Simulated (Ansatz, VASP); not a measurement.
# Li2Sb5P: VASP beside Ansatz

One calculation is typed for both programs; each brings its own data sets and cutoff. How far apart do they land? The cell is invented: As first built, before any earlier steps moved the atoms: it takes the LiSb3 structure with some of its atoms replaced by other elements, volume scaled by an estimate. It may not be a known or stable phase. The cell is taken from a series of runs on this material, whose earlier steps may have relaxed or scaled it; both programs get it as it stands.

Method: plane waves, with VASP 6.6.1 beside it; single point at PBE, in Ansatz 0.2.0.

### 1. The structure

The cell holds 32 atoms: 20 Sb, 4 P and 8 Li. Its edges and angles: a = 9.348 Å, b = 9.348 Å, c = 8.686 Å, α = 90.0°, β = 90.0°, γ = 90.0°. It derives from Li2Sb5P. As first built, before any earlier steps moved the atoms: sites of the LiSb3 structure (space group 221) filled with other elements, volume scaled by an estimate.

### 2. VASP: single point, PBE

With cell and atoms fixed, the geometry can't cause a difference; cores, projectors, grids and the points listed under the comparison can.

Lines of VASP's logs that name or quote its potential files are left out, and so is its time.

Contents of INCAR:

```
SYSTEM = Li2Sb5P
PREC = Accurate
ENCUT = 650
EDIFF = 1E-06
NELM = 100
ISMEAR = -1
SIGMA = 0.0776
LREAL = Auto
ALGO = Fast
GGA = PE
LORBIT = 11
LWAVE = .FALSE.
LCHARG = .FALSE.
NCORE = 8
ISIF = 2
```

Contents of POSCAR:

```
Li2Sb5P
1.0
    6.6102910000      6.6102910000      0.0000000000
   -6.6102910000      6.6102910000      0.0000000000
    0.0000000000      0.0000000000      8.6863820000
Sb P Li
20 4 8
Direct
    0.7573814073      0.0179700863      0.2589835446
    0.7681478017      0.9776966702      0.7613010802
    0.2573162059      0.5014478183      0.2500177865
    0.2792184187      0.4828118762      0.7656791976
    0.2488128737      0.0106194266      0.2616182434
    0.2216972747      0.9979552337      0.7449443278
    0.7321561940      0.4747065598      0.2565242929
    0.7508478069      0.5184224870      0.7578499311
    0.4955160824      0.7157696235      0.2354168859
    0.4971962656      0.7362663762      0.7581791821
    0.9794309358      0.2201483263      0.2419773848
    0.0116562947      0.2541338195      0.7364459680
    0.4935408290      0.2446753857      0.2524977603
    0.5126666890      0.2544632301      0.7497757985
    0.0024821146      0.7648143629      0.2642786145
    0.9794183040      0.7787266854      0.7524938461
    0.5096287743      0.0223021195      0.9744483952
    0.4983468201      0.9951539955      0.5110326716
    0.9987482397      0.5006046632      0.9875148249
    0.9877809464      0.5036974166      0.4840101437
    0.0358950839      0.0045214575      0.0513811159
    0.0163161652      0.0000079724      0.5044666468
    0.4930892377      0.5294866217      0.9233251542
    0.5580793947      0.5912722753      0.5015501275
    0.2397613055      0.8129221543      0.0382625816
    0.2348615212      0.7374006681      0.5017178614
    0.7888648170      0.2553966232      0.9682136936
    0.6886429811      0.2259566939      0.4583822125
    0.2604550087      0.2385281677      0.0037719502
    0.2094298125      0.1948292435      0.5262276055
    0.7102892671      0.6748329612      0.0371029619
    0.7236879133      0.7861288255      0.4648397918
```

Contents of KPOINTS:

```
Automatic mesh
0
Gamma
1 1 1
0 0 0
```

PAW data sets: Sb, P_h and Li_sv (PBE family, release 64).

Launch:

```console
> mpirun -np 8 vasp_gam
```

Numbers of over 12 decimals in the logs are rounded to 6 here.

Output:

```text
[banner, memory and clock lines left out]
running    8 mpi-ranks, on    1 nodes
[...]
|                                                                             |
|           W    W    AA    RRRRR   N    N  II  N    N   GGGG   !!!           |
|           W    W   A  A   R    R  NN   N  II  NN   N  G    G  !!!           |
|           W    W  A    A  R    R  N N  N  II  N N  N  G       !!!           |
|           W WW W  AAAAAA  RRRRR   N  N N  II  N  N N  G  GGG   !            |
|           WW  WW  A    A  R   R   N   NN  II  N   NN  G    G                |
|           W    W  A    A  R    R  N    N  II  N    N   GGGG   !!!           |
|                                                                             |
|     For optimal performance we recommend to set                             |
|       NCORE = 2 up to number-of-cores-per-socket                            |
|     NCORE specifies how many cores store one orbital (NPAR=cpu/NCORE).      |
|     This setting can greatly improve the performance of VASP for DFT.       |
|     The default, NCORE=1 might be grossly inefficient on modern             |
|     multi-core architectures or massively parallel machines. Do your        |
|     Unfortunately you need to use the default for GW and RPA                |
|     calculations (for HF NCORE is supported but not extensively tested      |
|     yet).                                                                   |
|                                                                             |

 LDA part: xc-table for (Slater+PW92), standard interpolation
 POSCAR, INCAR and KPOINTS ok, starting setup
[...]
entering main loop
       N       E                     dE             d eps       ncg     rms          rms(c)
DAV:   1     0.150242058993E+04    0.15024E+04   -0.65401E+04   186   0.175E+03
DAV:   2     0.775534074850E+02   -0.14249E+04   -0.13735E+04   234   0.366E+02
DAV:   3    -0.961840534694E+02   -0.17374E+03   -0.16585E+03   228   0.118E+02
DAV:   4    -0.113293958062E+03   -0.17110E+02   -0.16502E+02   252   0.359E+01
[...]
RMM:  57    -0.114546661215E+03   -0.45876E-06   -0.10951E-05   222   0.151E-02    0.287E-02
RMM:  58    -0.114546661855E+03   -0.63948E-06   -0.10055E-05   216   0.149E-02    0.287E-02
RMM:  59    -0.114546662344E+03   -0.48901E-06   -0.65059E-06   184   0.147E-02
   1 F= -.11454666E+03 E0= -.11429231E+03  d E =-.508709E+00
```

From OUTCAR (step 2):

```text
  Total       25.0508255     24.2520451      5.5420771      0.3154589      0.5504901      3.3939463
  in kB       52.8716114     51.1857266     11.6969618      0.6657993      1.1618500      7.1631735
  external PRESSURE =      38.5847666 kB  Pullay stress =       0.0000000 kB

 POSITION                                       TOTAL-FORCE (eV/Angst)
 -----------------------------------------------------------------------------------
      4.88772      5.12530      2.24963         0.619744     -0.034641     -0.233465
     -1.38518     11.54054      6.61295        -0.304350      0.616679     -0.732932
     -1.61378      5.01565      2.17175        -0.193697     -0.070851     -0.045104
     -1.34581      5.03724      6.65098        -0.699910     -1.282025     -0.525555
      1.57453      1.71492      2.27252        -0.615878     -0.128188      0.175013
     -5.13129      8.06226      6.47087        -0.069592     -0.700887      0.018222
      1.70182      7.97771      2.22827         0.465895     -0.231362      1.003593
      1.53640      8.39025      6.58297         0.076464     -0.274912     -0.430523
     -1.45594      8.00695      2.04492         0.113207     -1.426236      0.246154
     -1.58032      8.15355      6.58583        -0.974855      0.851586     -0.775833
      5.01908      7.92957      2.10191         0.374162      0.036001     -0.068196
     -1.60285      1.75695      6.39705         0.165540     -0.632703     -0.387696
      1.64507      4.87982      2.19329        -0.858753     -0.754802     -0.757554
      1.70680      5.07095      6.51284         0.202823      0.178591     -0.089094
[...]
-----------------------------------------------------------------------------------
    total drift:                                0.014948     -0.010933      0.007897

  FREE ENERGIE OF THE ION-ELECTRON SYSTEM (eV)
  ---------------------------------------------------
  free  energy   TOTEN  =      -114.5466623435 eV

  energy  without entropy=     -114.0379533971  energy(sigma->0) =     -114.29230787

[... 3 further parts left out ...]
[key lines of the parts left out:]
E-fermi :   6.4078
```

The gap is under twice the smearing width, so the edge states are partly filled and the run can't tell a small gap from a semimetal.

### 3. Ansatz: single point, PBE

Ansatz runs on its default PAW (the set named soft_2) files.

The same cell, functional, mesh and smearing now go to Ansatz, which takes its cutoff from its data sets.

Contents of input.yaml:

```yaml
crystal:
  lattice:
    - [6.610291, 6.610291, 0.0]
    - [-6.610291, 6.610291, 0.0]
    - [0.0, 0.0, 8.686382]
  atoms:
    - { symbol: Sb, position: [0.7573814073, 0.0179700863, 0.2589835446] }
    - { symbol: Sb, position: [0.7681478017, 0.9776966702, 0.7613010802] }
    - { symbol: Sb, position: [0.2573162059, 0.5014478183, 0.2500177865] }
    - { symbol: Sb, position: [0.2792184187, 0.4828118762, 0.7656791976] }
    - { symbol: Sb, position: [0.2488128737, 0.0106194266, 0.2616182434] }
    - { symbol: Sb, position: [0.2216972747, 0.9979552337, 0.7449443278] }
    - { symbol: Sb, position: [0.732156194, 0.4747065598, 0.2565242929] }
    - { symbol: Sb, position: [0.7508478069, 0.518422487, 0.7578499311] }
    - { symbol: Sb, position: [0.4955160824, 0.7157696235, 0.2354168859] }
    - { symbol: Sb, position: [0.4971962656, 0.7362663762, 0.7581791821] }
    - { symbol: Sb, position: [0.9794309358, 0.2201483263, 0.2419773848] }
    - { symbol: Sb, position: [0.0116562947, 0.2541338195, 0.736445968] }
    - { symbol: Sb, position: [0.493540829, 0.2446753857, 0.2524977603] }
    - { symbol: Sb, position: [0.512666689, 0.2544632301, 0.7497757985] }
    - { symbol: Sb, position: [0.0024821146, 0.7648143629, 0.2642786145] }
    - { symbol: Sb, position: [0.979418304, 0.7787266854, 0.7524938461] }
    - { symbol: Sb, position: [0.5096287743, 0.0223021195, 0.9744483952] }
    - { symbol: Sb, position: [0.4983468201, 0.9951539955, 0.5110326716] }
    - { symbol: Sb, position: [0.9987482397, 0.5006046632, 0.9875148249] }
    - { symbol: Sb, position: [0.9877809464, 0.5036974166, 0.4840101437] }
    - { symbol: P, position: [0.0358950839, 0.0045214575, 0.0513811159] }
    - { symbol: P, position: [0.0163161652, 7.9724e-06, 0.5044666468] }
    - { symbol: P, position: [0.4930892377, 0.5294866217, 0.9233251542] }
    - { symbol: P, position: [0.5580793947, 0.5912722753, 0.5015501275] }
    - { symbol: Li, position: [0.2397613055, 0.8129221543, 0.0382625816] }
    - { symbol: Li, position: [0.2348615212, 0.7374006681, 0.5017178614] }
    - { symbol: Li, position: [0.788864817, 0.2553966232, 0.9682136936] }
    - { symbol: Li, position: [0.6886429811, 0.2259566939, 0.4583822125] }
    - { symbol: Li, position: [0.2604550087, 0.2385281677, 0.0037719502] }
    - { symbol: Li, position: [0.2094298125, 0.1948292435, 0.5262276055] }
    - { symbol: Li, position: [0.7102892671, 0.6748329612, 0.0371029619] }
    - { symbol: Li, position: [0.7236879133, 0.7861288255, 0.4648397918] }
hamiltonian:
  xc: pbe
  pseudopotentials: { kind: paw }
kpoints:
  mp_grid: { grid: [1, 1, 1] }
scf:
  occupations: { method: fermi_dirac, width: 0.0776 }
  n_extra_bands: 12
output:
  forces: true
  stress: true
  eigenvalues: true
  write_density: true
  write_potential: true
  elf: true
  volumetric_format: npy
```

Launch:

```console
> ansatz run input.yaml --threads 8 --pin off --max-ram 18432MiB --backend cpu --events-out ev --progress --plain --runs-dir out
```

Output:

```text
scf.n_extra_bands = 12 over 172 filled bands (N_el = 344.0): the run solves 184 bands
Engine: ansatz 0.2.0, aarch64-unknown-linux-gnu
Pseudopotentials: kind: paw
Pseudopotential: Sb, paw, valence charge 15, recommended cutoff 420 eV (normal), Sb.paw.azcp
Pseudopotential: P, paw, valence charge 5, recommended cutoff 420 eV (normal), P.paw.azcp
Pseudopotential: Li, paw, valence charge 3, recommended cutoff 420 eV (normal), Li.paw.azcp
Functional definition: PBE
  parameter kappa = 0.804
  parameter beta = 0.066725
  exchange = pbe_x(kappa = kappa, mu = beta*pi^2/3)
  correlation = pbe_c(beta = beta)
Crystal: 32 atoms, lattice volume = 759.119 Å³
Basis set: ecut = 420 eV, 14869 PW (Γ), exchange–correlation on 128×128×120 points (8 copies of the dense FFT grid, shifted against one another)
Bands: 184, of which v1, the nominal top of the filled ones, is band 172 counted from 1 (171 counted from 0)
Symmetry: 1 space group operations
Space group: P1 (ITA 1), of the structure as read, at distance tolerance 9.1e-5 Å
k-points: 1
Non-local potential: Sb, projectors of the file, l = 0: 2, l = 1: 2, l = 2: 2, l = 3: 2
Non-local potential: P, projectors of the file, l = 0: 2, l = 1: 2, l = 2: 2
Non-local potential: Li, projectors of the file, l = 0: 3, l = 1: 2, l = 2: 1
PAW form: soft (Blöchl's): semilocal exchange-correlation on the pseudo side does not see the compensation charge
PAW one-centre angular grid: Sb, 590 points (default); XC on 64 Gauss nodes
PAW one-centre angular grid: P, 110 points (default); XC on 64 Gauss nodes
PAW one-centre angular grid: Li, 110 points (default); XC on 64 Gauss nodes
Initial density: superposition of atomic densities (neutral atoms: chi_scale 0, normalization atom), corrected by the library's trained network
Initial wavefunctions: pseudopotential atomic-orbital guess
Functional: x = pbe(κ = 0.804, μ = 0.219515), c = pbe(β = 0.066725)
SCF iter   1: F=—  HF=-134345.460058 eV  |F-HF|=—  |Δ(HF+E_count)|=         —  Δρ=8.54e-3  dr2=3.13e0  ethr=1.77e-3  ⟨swp⟩=9.0  Hψ=855  notcnv=0
preconditioner: auto → Kerker (q_TF=auto, 2.391 Å⁻¹)  [metal: Δε(μ)=0.083 eV  Ē_g=5.467 eV  σ=0.078 eV  W_gap=0.26  n_scr=178 (ndim 8)  ℏωp=15.2 eV  f_vac=0.001  D(μ)=21.45/eV (n_scr^D=154)]
SCF iter   2: F=—  HF=-134345.150318 eV  |F-HF|=—  |Δ(HF+E_count)|=   3.10e-1  Δρ=4.86e-3  dr2=9.13e-1  ethr=9.09e-4  ⟨swp⟩=1.0  Hψ=230  notcnv=0
SCF iter   3: F=—  HF=-134345.018975 eV  |F-HF|=—  |Δ(HF+E_count)|=   1.31e-1  Δρ=1.62e-3  dr2=6.20e-2  ethr=2.65e-4  ⟨swp⟩=2.0  Hψ=232  notcnv=0
SCF iter   4: F=—  HF=-134345.011455 eV  |F-HF|=—  |Δ(HF+E_count)|=   7.52e-3  Δρ=6.47e-4  dr2=9.10e-3  ethr=1.80e-5  ⟨swp⟩=2.0  Hψ=231  notcnv=0
SCF iter   5: F=—  HF=-134345.011228 eV  |F-HF|=—  |Δ(HF+E_count)|=   2.27e-4  Δρ=2.44e-4  dr2=1.44e-3  ethr=2.64e-6  ⟨swp⟩=2.0  Hψ=250  notcnv=0
SCF iter   6: F=—  HF=-134345.011357 eV  |F-HF|=—  |Δ(HF+E_count)|=   1.29e-4  Δρ=9.72e-5  dr2=2.12e-4  ethr=4.19e-7  ⟨swp⟩=2.0  Hψ=243  notcnv=0
SCF iter   7: F=—  HF=-134345.011310 eV  |F-HF|=—  |Δ(HF+E_count)|=   4.71e-5  Δρ=4.42e-5  dr2=5.26e-5  ethr=6.16e-8  ⟨swp⟩=3.0  Hψ=416  notcnv=0
SCF iter   8: F=—  HF=-134345.011588 eV  |F-HF|=—  |Δ(HF+E_count)|=   2.79e-4  Δρ=1.77e-5  dr2=8.86e-6  ethr=1.53e-8  ⟨swp⟩=2.0  Hψ=231  notcnv=0
SCF iter   9: F=—  HF=-134345.011589 eV  |F-HF|=—  |Δ(HF+E_count)|=   7.21e-7  Δρ=6.99e-6  dr2=1.01e-6  ethr=2.57e-9  ⟨swp⟩=2.0  Hψ=236  notcnv=0
SCF iter  10: F=—  HF=-134345.011589 eV  |F-HF|=—  |Δ(HF+E_count)|=   7.75e-8  Δρ=3.27e-6  dr2=2.67e-7  ethr=2.93e-10  ⟨swp⟩=3.0  Hψ=423  notcnv=0
SCF iter  11: F=-134345.011589 eV  HF=-134345.011589 eV  |F-HF|=1.40e-8  |Δ(HF+E_count)|=   5.01e-9  Δρ=1.26e-6  dr2=3.81e-8  ethr=2.91e-11  ⟨swp⟩=15.0  Hψ=1490  notcnv=0
SCF 1 converged in 11 iterations: F = -134345.011589 eV  dr2 = 3.81e-8
  greatest PAW one-centre occupation: 1.000 electrons in one spin orbital (limit 2), on the Li atom at site 27 (counted from 0), in its partial waves of l = 0
SCF converged after 11 iterations
Free energy (F): -134345.011589 eV
Harris-Foulkes:  -134345.011589 eV  (|F-HF|=1.40e-8)
Internal energy: -134344.505053 eV  (E = F + TS)
E sigma→0 (E₀):  -134344.758321 eV
Entropy (-TS):   -0.506536 eV (-15.829 meV/atom)
Fermi energy:    8.772703 eV
--- Per-component energies (eV) ---
  E_band       = -4058.137828
  E_kinetic    = 4601.579848
  E_local      = -34604.100660  (includes V_loc(G=0)·N_el)
  E_nonlocal   = 7111.587328
  E_hartree    = 15562.573830
  E_xc         = -3104.537679
  E_vxc        = -2283.948161  (∫ρ·V_xc dr)
  E_paw        = -93946.112499  (= ΣΔE_a)
  E_vpaw       = -10008.406105  (= ΣTr[D̂ρ^β])
  E_aug_tail   = 0.000093  (compensation charges beyond the density's cutoff)
  E_ewald      = -29965.495314
  E_smearing   = -0.506536  (= −TS)
  E_closure    = 0.000000  (closes the sum)
  Σ components = -134345.011589   (vs F -134345.011589, Δ=0.00e0)
--- Forces (eV/Å), atoms counted from 1 ---
  atom   1  Sb     0.61774415    -0.00923369    -0.23312222
  atom   2  Sb    -0.27822492     0.61847555    -0.73386940
  atom   3  Sb    -0.19395107    -0.06364103    -0.04361526
  atom   4  Sb    -0.66558824    -1.25393011    -0.49687986
  atom   5  Sb    -0.61632010    -0.13245731     0.16341445
  atom   6  Sb    -0.07320331    -0.70097378     0.00832864
  atom   7  Sb     0.46287420    -0.23028461     1.00551614
  atom   8  Sb     0.07840700    -0.27158769    -0.41621640
  atom   9  Sb     0.12256856    -1.43454366     0.25040977
  atom  10  Sb    -0.93708490     0.80997194    -0.74896363
  atom  11  Sb     0.38310642     0.00608070    -0.08379297
  atom  12  Sb     0.16574942    -0.62403707    -0.39296636
  atom  13  Sb    -0.85160624    -0.75553191    -0.75109657
  atom  14  Sb     0.20593063     0.16774354    -0.08284451
  atom  15  Sb    -0.62847745     0.61930227    -0.11582939
  atom  16  Sb     0.34790490    -0.21444884    -0.59969253
  atom  17  Sb    -0.52514212     0.01440454     0.57278863
  atom  18  Sb    -0.33435918     0.08068947     0.51156279
  atom  19  Sb     0.36498385     0.20766976     0.42122595
  atom  20  Sb    -0.14964204    -0.15511372     0.02780465
  atom  21  P      0.45255357     0.40249691     1.42399117
  atom  22  P      0.38247831    -0.35757867    -0.17990543
  atom  23  P      1.04009130     0.95507483     0.99231638
  atom  24  P     -0.27572173     0.57502602    -0.23492272
  atom  25  Li     0.24134225    -0.23688564    -0.22849371
  atom  26  Li    -0.06634958     0.12277408    -0.05208380
  atom  27  Li     0.09284485    -0.18397712    -0.00456246
  atom  28  Li     0.23206225     0.77473594     0.82709068
  atom  29  Li    -0.04225761    -0.20574650    -0.03303470
  atom  30  Li    -0.01118606     0.33682848    -0.66781358
  atom  31  Li     0.05369255     0.52665472    -0.33242078
  atom  32  Li     0.40477826     0.61199238     0.22769857
  max |Σ_I F_I| component: 5.02e-5 eV/Å
--- Stress (GPa, compression-positive) ---
        5.284495       0.071327       0.698406
        0.071327       5.119755       0.128026
        0.698406       0.128026       1.210195
  P = ⅓ Tr σ = 3.8715 GPa (38.715 kbar)
--- Band table (eV) ---
  k-point 0: bands = [... 168 lower, 8.4721, 8.6001, 8.6546, 8.7397, 8.7969, 8.8986, 8.9565, 9.0554, ... 8 higher]
```

The run ends at a pressure of 3.87 GPa, with forces up to 1.7 eV/Å.

### 4. Side by side

Known differences besides the PAW data sets themselves: the data sets hold 344 valence electrons in Ansatz (default PAW (the set named soft_2) files) and 144 in VASP; the cutoff is 420 eV in Ansatz and 650 eV in VASP (PREC = Accurate, projectors in real space); VASP leaves aspherical gradient terms in its spheres out (LASPH is not set), Ansatz keeps them. Total energies have different zeros and are not compared.

Both answers:

```csv
quantity,Ansatz,VASP,difference
pressure (GPa),3.87,3.86,+0.01
```

Forces on 10 of the 32 atoms, picked by the larger force of the two programs (eV/Å; atoms numbered as in POSCAR):

```
atom          Ansatz x, y, z            VASP x, y, z
 Sb2   -0.278, 0.618, -0.734   -0.304, 0.617, -0.733
 Sb4  -0.666, -1.254, -0.497  -0.700, -1.282, -0.526
 Sb7    0.463, -0.230, 1.006    0.466, -0.231, 1.004
 Sb9    0.123, -1.435, 0.250    0.113, -1.426, 0.246
Sb10   -0.937, 0.810, -0.749   -0.975, 0.852, -0.776
Sb13  -0.852, -0.756, -0.751  -0.859, -0.755, -0.758
Sb15   -0.628, 0.619, -0.116   -0.629, 0.621, -0.116
 P21     0.453, 0.402, 1.424     0.462, 0.390, 1.406
 P23     1.040, 0.955, 0.992     1.094, 0.954, 1.046
Li28     0.232, 0.775, 0.827     0.230, 0.776, 0.835
```

The forces differ by 14 meV/Å r.m.s., which is 2.7 % of the r.m.s. force of 0.52 eV/Å (both taken over all components). Ansatz's pressure holds a Pulay correction of 0.03 GPa; VASP's holds none.

### 5. Summary of results

| Item | Value |
| --- | --- |
| r.m.s. force difference (single point, PBE) | 2.7 % of the r.m.s. force |

In words: The r.m.s. force difference is 2.7 % of the r.m.s. force (single point, PBE), within the 3 % picked in this series as the mark of a large difference. Differences of this kind measure data sets and numerical settings, not the functional's error against experiment.

[Lines on the potential files, build, host, timing and source positions are cut from VASP's logs without a mark.]

[Logs are printed without paths, hosts, clocks, repeated set-up lines and the standing remarks that a program may print on its own settings, such as how far it seeks lower states.]

[Hosts, paths, dates, database ids (printed as entryN), source tags and the programs' standing remarks are cut or masked in the printed files.]
